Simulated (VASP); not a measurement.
## PtSe2 (Sudovikovite): structure and properties in VASP

What structure and properties does LDA give PtSe2 (Sudovikovite), and how near are they to the measured ones? The steps: full relaxation (LDA), second relaxation, single point with fields (LDA), bands along the symmetry lines (LDA), density of states (LDA), zone-centre phonons (LDA) and band structure (LDA + SOC). The start is a cell from a database of measured crystal structures.

Calculated with VASP 6.6.1; LDA; plane waves and PAW (Pt, Se), in the first sound run; inputs show where later runs differ.

**What experiment says.**

For PtSe2, 1T (literature value), “Metal-to-insulator transition in Pt-doped TiSe2 driven by emergent network of narrow transport channels” (2019, arxiv:1912.08246) quotes earlier work: lattice constant a (a of the 1T cell) 3.7278 Å [literature experimental value used as calculation input; measurement temperature not …]; lattice constant c (c of the 1T cell) 5.0813 Å [literature experimental value used as calculation input; measurement temperature not …].

“Experimental evidence of type-II Dirac fermions in PtSe2” (2017, arxiv:1703.04242) reports for PtSe2, CdI2-type (1T), by Raman spectroscopy (single crystal grown by chemical vapour transport, 300 K): Raman mode (Eg, in-plane Se vibration) about 175 cm⁻¹; Raman mode (A1g, out-of-plane Se vibration) 205 cm⁻¹.

Most raw output is cut from this account.

The database entry behind the starting cell has ideal inner coordinates that were not refined, so it need not match the best structure at ambient conditions.

### 1. Set-up

Before any relaxation, the start is as follows. It takes space group P-3m1 (No. 164, trigonal). The conventional cell has a = 3.724 Å, b = 3.724 Å, c = 5.062 Å, α = 90.00°, β = 90.00°, γ = 120.00°. Nearest to Pt lie 6 Se at 2.49 Å. Se has 3 Pt at 2.49 Å nearest. Farther neighbours and most contacts between anions are not listed.

Coordinates:

```cif
data_structure
_symmetry_space_group_name_H-M 'P 1'
_symmetry_Int_Tables_number 1
_cell_length_a 3.7240
_cell_length_b 3.7240
_cell_length_c 5.0620
_cell_angle_alpha 90.000
_cell_angle_beta 90.000
_cell_angle_gamma 120.000
_cell_volume 60.80
loop_
_atom_site_label
_atom_site_type_symbol
_atom_site_fract_x
_atom_site_fract_y
_atom_site_fract_z
_atom_site_occupancy
Pt1 Pt 0.00000 0.00000 0.00000 1
Se2 Se 0.33333 0.66667 0.25000 1
Se3 Se 0.66667 0.33333 0.75000 1
```

### 2. Full relaxation (LDA)

The start need not lie at this functional's minimum. ISIF = 3 frees volume, shape and positions, and EDIFFG sets the threshold on forces and stress at which the search stops. LDA, the lowest rung, knows the local density alone.

Contents of INCAR:

```
SYSTEM = PtSe2
PREC = Accurate
ENCUT = 400
EDIFF = 1E-06
NELM = 100
ISMEAR = 0
SIGMA = 0.05
LREAL = .FALSE.
ALGO = Normal
GGA = CA
NBANDS = 17
LASPH = .TRUE.
LORBIT = 11
LWAVE = .FALSE.
LCHARG = .FALSE.
KPAR = 2
IBRION = 2
NSW = 60
ISIF = 3
EDIFFG = -0.01
```

Contents of POSCAR:

```
PtSe2
1.0
    3.7240000000      0.0000000000      0.0000000000
   -1.8620000000      3.2250786037      0.0000000000
    0.0000000000      0.0000000000      5.0620000000
Pt Se
1 2
Direct
    0.0000000000      0.0000000000      0.0000000000
    0.3333333333      0.6666666667      0.2500000000
    0.6666666667      0.3333333333      0.7500000000
```

Contents of KPOINTS:

```
Automatic mesh
0
Gamma
7 7 5
0 0 0
```

Potentials, in the order of the species: Pt and Se (LDA family, release 64).

Started as:

```bash
$ mpirun -np 2 vasp_std
```

Run time: 43 s. Hardware: 2 MPI ranks of AMD EPYC 9R45, shared host; peak memory 0.26 GiB.

The k-mesh is coarse for a metal. The bonds form layers, held to each other by dispersion, which LDA lacks; its overbinding stands in for it by accident. The run keeps the 12 symmetry operations of its start, so it cannot find a distortion of lower symmetry.

The steps of the relaxation (22 of 23):

```tsv
step	energy less that of the first step (eV)	largest force (eV/Å)	pressure (GPa)	volume (Å³)
1	0.0000	0.2735	-0.09	60.80
2	-0.0079	0.1481	-0.96	60.69
3	-0.0142	0.0967	-2.51	60.48
4	-0.0164	0.0980	-2.40	60.32
5	-0.0224	0.1027	-2.00	59.82
6	-0.0302	0.1203	-1.15	58.82
7	-0.0253	0.1951	0.95	56.84
8	-0.0321	0.1292	-0.51	58.21
9	-0.0321	0.1314	-0.44	58.15
10	-0.0327	0.0975	-0.28	58.13
11	-0.0334	0.0043	0.24	58.10
13	-0.0338	0.0037	-0.16	58.29
14	-0.0339	0.0159	-0.05	58.24
15	-0.0339	0.0318	0.07	58.19
16	-0.0340	0.0244	-0.03	58.19
17	-0.0341	0.0127	-0.17	58.20
18	-0.0341	0.0134	-0.12	58.16
19	-0.0341	0.0149	-0.04	58.08
20	-0.0341	0.0153	-0.03	58.06
21	-0.0341	0.0156	-0.03	58.05
22	-0.0342	0.0134	-0.01	58.04
23	-0.0342	0.0071	0.04	58.01
```

```tsv
conventional cell, symmetrised	before	after	change
a (Å)	3.724	3.740	+0.4 %
b (Å)	3.724	3.740	+0.4 %
c (Å)	5.062	4.788	-5.4 %
volume (Å³/atom)	20.27	19.34	-4.6 %
```

The atoms that moved most (Å, as changes of fractional coordinates times the final cell):

```tsv
atom	dx	dy	dz	length
Se2	0.000	0.000	0.069	0.069
Se3	0.000	0.000	-0.069	0.069
```

The relaxed structure:

```xyz
3
Lattice="3.7403 0.0000 0.0000 -1.8702 3.2392 0.0000 0.0000 0.0000 4.7881" Properties=species:S:1:pos:R:3 pbc="T T T"
Pt    0.0000    0.0000    0.0000
Se    0.0000    2.1595    1.2662
Se    1.8702    1.0797    3.5219
```

Numbers from this step:

```yaml
electrons: 22
bands: 17
irreducible_k_points: 32
symmetry_operations: 12
free_energy_toten: -17.09 eV
energy_at_zero_smearing: -17.09 eV
fermi_energy: 7.081 eV
pressure: 0.03858 GPa
metallic: yes
scf_cycles_over_all_ionic_steps: 134
```

It ends with a largest force of 0.007 eV/Å and a pressure of 0.04 GPa. The volume lies -4.6 % from that of the database's start, which holds the thermal and zero-point expansion of its experiment. LDA is known to overbind.

### 3. Second relaxation

The basis stayed that of the start cell while the cell moved. A rerun from the cell reached resets it; the error of the finite cutoff stays.

INCAR is that of step 2.

Contents of POSCAR:

```
PtSe2
1.0
    3.7403324055      0.0000000000      0.0000000000
   -1.8701662028      3.2392228818      0.0000000000
    0.0000000000      0.0000000000      4.7881194269
Pt Se
1 2
Direct
    0.0000000000      0.0000000000      0.0000000000
    0.3333333333      0.6666666667      0.2644490384
    0.6666666667      0.3333333333      0.7355509616
```

KPOINTS is that of step 2.

Started as:

```bash
$ mpirun -np 2 vasp_std
```

The job ended after 3.6 s (2 MPI ranks; peak memory 0.23 GiB; 6.4 s of CPU time).

Little changed from the start: no atom moved by 0.005 Å and no cell edge by 0.1 %.

This step gave:

```
pressure                        : 0.01843 GPa
SCF cycles over all ionic steps : 13
```

It ends with a largest force of 0.007 eV/Å and a pressure of 0.02 GPa. The volume moved by under 0.01 %: the run met its threshold at the first step.

### 4. Single point with fields (LDA)

The relaxed cell gets a fresh self-consistent run, on a basis set for its own volume, to fix the density and to check the remaining stress.

INCAR, as its differences from that of step 3:

```diff
@@ -14,7 +14,5 @@
 LWAVE = .FALSE.
-LCHARG = .FALSE.
-KPAR = 2
-IBRION = 2
-NSW = 60
-ISIF = 3
-EDIFFG = -0.01
+LCHARG = .TRUE.
+ISIF = 2
+LELF = .TRUE.
+LVHAR = .TRUE.
```

POSCAR is that of step 3.

KPOINTS is that of step 3.

Started as:

```bash
$ mpirun -np 2 vasp_std
```

Elapsed: 4.2 s, on 2 MPI ranks; peak memory 0.21 GiB.

Numbers from this step:

```yaml
scf_cycles: 13
bands: 18
pressure: 0.01916 GPa
```

Valence electrons inside each PAW sphere by angular momentum. Sphere charges, by row:

```tsv
atom	s (e)	p (e)	d (e)	tot (e)
Pt1	0.688	0.698	8.063	9.449
Se2	1.492	2.225	0.075	3.793
Se3	1.492	2.225	0.075	3.793
```

ELF in the ac plane at fractional y = 0.000, with atoms of Pt within 0.2 Å of it. It is the smooth field of the valence electrons, not physical close to the nuclei.

Values, 17 rows by 14 columns, each cell a mean:
```
0.01 0.02 0.12 0.32 0.32 0.27 0.22 0.20 0.23 0.28 0.34 0.27 0.09 0.01
0.10 0.12 0.22 0.33 0.34 0.35 0.35 0.35 0.36 0.35 0.34 0.31 0.19 0.11
0.36 0.35 0.33 0.34 0.39 0.48 0.52 0.53 0.52 0.46 0.37 0.33 0.34 0.35
0.40 0.36 0.31 0.34 0.45 0.57 0.62 0.63 0.61 0.54 0.42 0.31 0.32 0.38
0.29 0.27 0.25 0.32 0.45 0.58 0.65 0.66 0.64 0.55 0.42 0.28 0.25 0.27
0.16 0.15 0.16 0.23 0.37 0.51 0.60 0.62 0.58 0.48 0.34 0.20 0.15 0.15
0.07 0.07 0.08 0.14 0.24 0.36 0.44 0.47 0.42 0.33 0.22 0.12 0.08 0.07
0.02 0.03 0.04 0.07 0.12 0.18 0.23 0.25 0.22 0.17 0.11 0.06 0.03 0.02
0.02 0.02 0.03 0.06 0.11 0.16 0.21 0.22 0.19 0.15 0.10 0.05 0.03 0.02
0.05 0.05 0.06 0.11 0.19 0.29 0.37 0.39 0.35 0.26 0.17 0.09 0.06 0.05
0.13 0.13 0.14 0.21 0.34 0.48 0.57 0.59 0.55 0.45 0.31 0.18 0.13 0.13
0.24 0.23 0.22 0.29 0.43 0.57 0.64 0.66 0.63 0.54 0.40 0.26 0.22 0.23
0.37 0.34 0.30 0.34 0.46 0.58 0.64 0.64 0.62 0.55 0.43 0.31 0.30 0.35
0.41 0.38 0.34 0.34 0.41 0.52 0.56 0.57 0.55 0.49 0.39 0.33 0.35 0.39
0.18 0.20 0.27 0.34 0.35 0.39 0.41 0.41 0.41 0.38 0.34 0.32 0.25 0.19
0.01 0.03 0.14 0.32 0.32 0.28 0.25 0.23 0.26 0.29 0.34 0.28 0.10 0.02
0.11 0.01 0.10 0.32 0.33 0.24 0.18 0.15 0.19 0.26 0.34 0.26 0.06 0.00
```
Columns run along a (3.7 Å), rows up along c (4.8 Å). Atoms in or near the plane, at fractional coordinates: Pt at (0.00, 0.00).

Electrostatic potential energy in the ac plane at fractional y = 0.000, with atoms of Pt within 0.2 Å of it. With pseudopotentials it is smooth inside the atoms' cores, unlike the true potential.

Ten even steps from '_' (-64 eV) to '@' (4 eV), each cell a mean:
```
____..++%%@@@@@@@@@@%%==..__
__..--##%%@@@@@@@@@@%%**--..
==++**%%@@@@@@@@@@@@@@%%**++
%%%%@@@@@@@@%%%%@@@@@@@@%%%%
@@@@@@@@@@@@%%%%@@@@@@@@@@@@
@@@@@@@@@@@@@@@@@@@@@@@@@@@@
@@@@@@@@@@@@@@@@@@@@@@@@@@@@
@@@@@@@@@@@@@@@@@@@@@@@@@@@@
@@@@@@@@@@@@@@@@@@@@@@@@@@@@
@@@@@@@@@@@@@@@@@@@@@@@@@@@@
@@@@@@@@@@@@@@@@@@@@@@@@@@@@
@@@@@@@@@@@@%%%%@@@@@@@@@@@@
%%%%@@@@@@@@%%%%%%@@@@@@@@%%
++**##@@@@@@@@@@@@@@@@%%##**
..::==##@@@@@@@@@@@@%%**==::
____::++%%@@@@@@@@@@%%==..__
____..++%%@@@@@@@@@@##--____
```
Columns run along a (3.7 Å; values clipped at the 3rd and 97th percentile), rows up along c (4.8 Å). Atoms in or near the plane, at fractional coordinates: Pt at (0.00, 0.00).

Valence density in the ac plane at fractional y = 0.000, with atoms of Pt within 0.2 Å of it. It is the smooth field of the valence electrons, not physical close to the nuclei.

Ten even steps from '_' (0.0 e/Å³) to '@' (3.5 e/Å³), each cell a mean:
```
%%##++::..__________..--++##
**++--::..__________..::==++
----::..______________..::--
....____________________....
____________________________
____________________________
____________________________
____________________________
____________________________
____________________________
____________________________
____________________________
....______________________..
::::....______________....::
++==--....__________..::--++
%%**==::..__________..--++##
@@%%++--..__________..==**%%
```
Columns run along a (3.7 Å), rows up along c (4.8 Å). Atoms in or near the plane, at fractional coordinates: Pt at (0.00, 0.00).

In this run the pressure is 0.02 GPa, small enough to go on.

### 5. Bands along the symmetry lines (LDA)

Levels along the symmetry lines show where the bands peak and cross; KPOINTS_OPT computes them in the converged potential.

Contents of INCAR:

```
SYSTEM = PtSe2
PREC = Accurate
ENCUT = 400
EDIFF = 1E-06
NELM = 100
ISMEAR = 0
SIGMA = 0.05
LREAL = .FALSE.
ALGO = Normal
GGA = CA
NBANDS = 24
LASPH = .TRUE.
LORBIT = 11
LWAVE = .FALSE.
LCHARG = .FALSE.
KPAR = 2
```

POSCAR is that of step 4.

KPOINTS is that of step 4.

Contents of KPOINTS_OPT:

```
Line mode
16
Line-mode
Reciprocal
  0.00000000   0.00000000   0.00000000 GAMMA
  0.50000000   0.00000000   0.00000000 M

  0.50000000   0.00000000   0.00000000 M
  0.33333333   0.33333333   0.00000000 K

  0.33333333   0.33333333   0.00000000 K
  0.00000000   0.00000000   0.00000000 GAMMA

  0.00000000   0.00000000   0.00000000 GAMMA
  0.00000000   0.00000000   0.50000000 A

  0.00000000   0.00000000   0.50000000 A
  0.50000000   0.00000000   0.50000000 L

  0.50000000   0.00000000   0.50000000 L
  0.33333333   0.33333333   0.50000000 H

  0.33333333   0.33333333   0.50000000 H
  0.00000000   0.00000000   0.50000000 A

  0.50000000   0.00000000   0.50000000 L
  0.50000000   0.00000000   0.00000000 M

  0.33333333   0.33333333   0.00000000 K
  0.33333333   0.33333333   0.50000000 H
```

Started as:

```bash
$ mpirun -np 2 vasp_std
```

It took 14 s on 2 MPI ranks; peak memory 0.28 GiB.

Spin-orbit coupling is off here; with elements this heavy it splits and shifts levels by tenths of an eV or more.

Numbers from this step:

```yaml
scf_cycles: 12
bands: 24
pressure: 0.01377 GPa
```

Electronic bands along the path, in eV, zero at the Fermi level; # counts the bands kept:

```tsv
point	#6	#7	#8	#9	#10	#11	#12	#13
Γ	-2.55	-1.07	-1.07	0.77	1.07	1.07	3.14	4.11
0.53 of the way	-3.58	-2.28	-2.13	-1.58	1.44	1.90	4.80	6.28
M	-3.86	-3.47	-3.40	-3.02	0.46	2.54	5.01	6.01
0.47 of the way	-3.52	-3.29	-2.87	-1.78	0.18	1.32	4.38	6.47
K	-3.77	-2.37	-1.78	-1.78	-0.09	-0.09	3.85	7.46
0.47 of the way	-3.52	-2.92	-2.36	-0.42	0.52	1.67	4.81	6.50
Γ	-2.55	-1.07	-1.07	0.77	1.07	1.07	3.14	4.11
0.47 of the way	-2.61	-1.43	-1.43	-0.52	1.64	1.64	3.73	5.32
A	-3.06	-1.79	-1.79	-1.72	2.36	2.36	4.87	6.51
0.47 of the way	-3.35	-1.60	-1.50	-1.15	0.65	1.02	4.29	6.03
L	-3.50	-3.20	-2.73	-1.17	0.59	1.46	4.71	4.95
0.47 of the way	-3.60	-3.52	-2.49	-2.19	1.52	2.05	5.42	5.54
H	-4.47	-3.60	-2.58	-2.58	2.34	2.34	6.67	7.46
0.53 of the way	-3.35	-1.94	-1.28	-1.27	-0.13	1.53	5.22	5.71
A	-3.06	-1.79	-1.79	-1.72	2.36	2.36	4.87	6.51
jump to L	-3.50	-3.20	-2.73	-1.17	0.59	1.46	4.71	4.95
0.47 of the way	-3.52	-3.27	-3.24	-2.07	1.42	1.44	4.01	5.16
M	-3.86	-3.47	-3.40	-3.02	0.46	2.54	5.01	6.01
jump to K	-3.77	-2.37	-1.78	-1.78	-0.09	-0.09	3.85	7.46
0.47 of the way	-3.83	-3.20	-2.26	-2.26	1.01	1.01	5.08	7.47
H	-4.47	-3.60	-2.58	-2.58	2.34	2.34	6.67	7.46
```

Of the projections kept (Pt, Se), the largest for each band there; the rest of the weight can lie on other orbitals:

```tsv
point	#6	#7	#8	#9	#10	#11	#12	#13
Γ	Pt 0.86	Se 0.87	Se 0.87	Se 0.99	Se 0.57	Se 0.57	Se 0.56	Se 0.53
M	Se 0.81	Pt 1.00	Pt 0.96	Pt 0.76	Pt 0.61	Se 0.63	Pt 0.57	Se 0.52
K	Pt 0.98	Se 0.76	Pt 0.59	Pt 0.59	Pt 0.64	Pt 0.64	Pt 0.60	Se 0.68
Γ	Pt 0.86	Se 0.87	Se 0.87	Se 0.99	Se 0.57	Se 0.57	Se 0.56	Se 0.53
A	Se 0.99	Se 0.92	Se 0.92	Pt 0.58	Se 0.58	Se 0.58	Pt 0.55	Pt 0.64
L	Pt 1.00	Pt 0.93	Se 0.77	Se 0.85	Pt 0.50	Pt 0.52	Se 0.84	Se 0.56
```

There is no gap at this level.

### 6. Density of states (LDA)

Here the states are counted by energy and projected on the atoms. The mesh is finer than in the run before.

INCAR, as its differences from that of step 5:

```diff
@@ -5,3 +5,3 @@
 NELM = 100
-ISMEAR = 0
+ISMEAR = -5
 SIGMA = 0.05
@@ -16 +16,2 @@
 KPAR = 2
+NEDOS = 2001
```

POSCAR is that of step 5.

Contents of KPOINTS:

```
Automatic mesh
0
Gamma
10 10 7
0 0 0
```

Started as:

```bash
$ mpirun -np 2 vasp_std
```

Wall time 12 s (2 MPI ranks); peak memory 0.31 GiB; 21 s of CPU time.

With tetrahedra the forces and stress of a metal are not exact derivatives of the energy.

This step gave:

```
SCF cycles             : 13
irreducible k-points   : 80
Fermi energy           : 7.104 eV
pressure               : -0.06964 GPa
DOS at the Fermi level : 0.5893 states/eV/cell
```

The density of states has structure finer than the step of the table below, so its rows give means over 0.5 eV, whole bins alone (the curve runs from -12.0 to 7.91 eV). Peaks (eV: height): total -6.32: 4.45, -5.79: 4.58, -4.38: 4.91, -3.49: 7.02; Pt d -6.32: 2.25, -4.38: 2.94, -3.49: 5.25, 1.58: 0.698; Se p -6.32: 1.08, -5.79: 1.15, -1.55: 1.000, 1.58: 1.07; Pt p -2.67: 0.190, -1.55: 0.189, 4.78: 0.133, 5.82: 0.151; Se s -5.72: 0.117, -4.53: 0.0984, -3.41: 0.111, 5.82: 0.0771.

States under -12.0 eV and over 7.9 eV are left out. Density of states against energy, zero at the Fermi level; means over each step; values in states/eV/cell:

```tsv
energy (eV)	total	Pt d	Se p	Pt p	Se s	Pt s	Se d
-8.5	0	0	0	0	0	0	0
-8.0	0.0160	0.00273	0.00447	6.2e-5	1.5e-4	0.00257	5.7e-5
-7.5	0.859	0.154	0.240	0.00714	0.0125	0.134	0.00421
-7.0	2.62	0.683	0.734	0.0408	0.0323	0.247	0.0132
-6.5	3.15	1.27	0.834	0.0730	0.0286	0.0795	0.0201
-6.0	3.73	1.71	0.912	0.0714	0.0527	0.116	0.0322
-5.5	1.77	0.725	0.412	0.0346	0.0615	0.0858	0.0170
-5.0	2.34	1.08	0.500	0.0664	0.0458	0.0809	0.0243
-4.5	4.25	2.44	0.729	0.104	0.0750	0.0670	0.0403
-4.0	1.49	0.928	0.219	0.0411	0.0140	0.0158	0.0147
-3.5	4.47	3.01	0.467	0.0732	0.0497	0.179	0.0394
-3.0	2.40	1.10	0.556	0.113	0.0355	0.0726	0.0183
-2.5	2.65	1.07	0.757	0.161	0.0265	0.0190	0.0193
-2.0	2.67	0.848	0.938	0.171	0.0416	0.0184	0.0191
-1.5	2.09	0.472	0.876	0.164	0.0363	0.0144	0.0181
-1.0	0.848	0.170	0.365	0.0618	0.0216	0.00819	0.00966
-0.5	0.556	0.0930	0.259	0.0342	0.0181	0.00660	0.00588
0.0	0.691	0.235	0.219	0.0144	0.0342	0.00410	0.0108
0.5	1.62	0.574	0.505	0.0282	0.0659	0.0136	0.0308
1.0	1.90	0.586	0.697	0.0317	0.0491	0.0145	0.0383
1.5	2.29	0.648	0.964	0.0333	0.0399	0.0195	0.0404
2.0	1.59	0.443	0.736	0.0161	0.0177	0.00705	0.0206
2.5	0.0629	0.0174	0.0314	3.0e-4	4.2e-4	1.1e-4	5.9e-4
3.0	3.2e-4	0	6.6e-6	4.5e-5	2.1e-5	0	2.7e-5
3.5	0.0205	2.9e-4	0.00104	0.00261	0.00109	2.5e-5	0.00213
4.0	0.322	0.0137	0.0411	0.0174	0.0123	0.0648	0.0335
4.5	1.67	0.0903	0.265	0.0821	0.0514	0.343	0.168
5.0	1.82	0.0817	0.303	0.116	0.0648	0.336	0.176
5.5	1.48	0.0668	0.238	0.0890	0.0626	0.187	0.140
6.0	1.56	0.0897	0.206	0.120	0.0592	0.107	0.159
6.5	0.822	0.0581	0.0822	0.0587	0.0186	0.0183	0.102
7.0	1.30	0.0738	0.110	0.158	0.0398	0.0137	0.180
7.5	1.68	0.0825	0.139	0.202	0.0487	0.0170	0.259
```

The finer mesh and the other smearing move the Fermi level by +0.02 eV from the 7×7×5 run, a small shift, which tests the Fermi level alone. Of the states within 0.3 eV of the Fermi level, the largest shares in the PAW spheres are Pt d 33 % and Se p 32 %. The rest lies in smaller channels or between the spheres.

### 7. Zone-centre phonons (LDA)

Zone-centre modes test whether the atoms sit at a minimum within this cell. IBRION = 8 takes the force constants from linear response, which needs tightly converged orbitals.

Contents of INCAR:

```
SYSTEM = PtSe2
PREC = Accurate
ENCUT = 400
EDIFF = 1E-08
NELM = 100
ISMEAR = 1
SIGMA = 0.2
LREAL = .FALSE.
ALGO = Normal
GGA = CA
NBANDS = 17
LASPH = .TRUE.
LORBIT = 11
LWAVE = .FALSE.
LCHARG = .FALSE.
KPAR = 2
IBRION = 8
ISIF = 2
```

POSCAR is that of step 6.

Contents of KPOINTS:

```
Automatic mesh
0
Gamma
12 12 8
0 0 0
```

Started as:

```bash
$ mpirun -np 2 vasp_std
```

It took 3.5 min on 2 MPI ranks; peak memory 1.6 GiB.

Energies printed during the response cycles are not total energies of the cell.

Numbers from this step:

| Item | Value |
| --- | --- |
| bands | 17 |
| irreducible k-points | 131 |
| pressure of the cell | -0.06512 GPa |
| largest force of the cell | 0.003107 eV/Å |
| Fermi energy | 7.031 eV |

Modes at Γ, with each element's share of the kinetic energy:

```tsv
mode	frequency (cm⁻¹)	symmetry	Pt %	Se %
1	-0.1	acoustic	55	45
2	-0.1	acoustic	55	45
3	0.0	acoustic	55	45
4	164.2	Eg	0	100
5	164.2	Eg	0	100
6	205.7	A1g	0	100
7	217.5	Eu	45	55
8	217.5	Eu	45	55
9	219.7	A2u	45	55
```

Displacements in mode 4 (164.2 cm⁻¹), the largest set to 1:
```
Pt1  0.00  0.00  0.00
Se2 -1.00 -0.49  0.00
Se3  1.00  0.49  0.00
```

Displacements in mode 9 (219.7 cm⁻¹), the largest set to 1:
```
Pt1  0.00  0.00 -0.81
Se2  0.00  0.00  1.00
Se3  0.00  0.00  1.00
```

The three acoustic modes lie within 0.1 cm⁻¹ of zero, and all others are real. By the characters of their eigenvectors the optical modes sort into (cm⁻¹) Raman active: Eg 164, A1g 206; infrared active: Eu 217, A2u 220. With a centre of inversion no mode is active in both.

(Part 1 of 2 ends here.)

[Lines on the potential files, build, host, timing and source positions are cut from VASP's logs without a mark.]

[Logs are printed without paths, hosts, clocks, repeated set-up lines and the standing remarks that a program may print on its own settings, such as how far it seeks lower states.]

[Hosts, paths, dates, database ids (printed as entryN), source tags and the programs' standing remarks are cut or masked in the printed files.]

[A measured line is paired with the nearest computed mode of its activity, which favours agreement.]
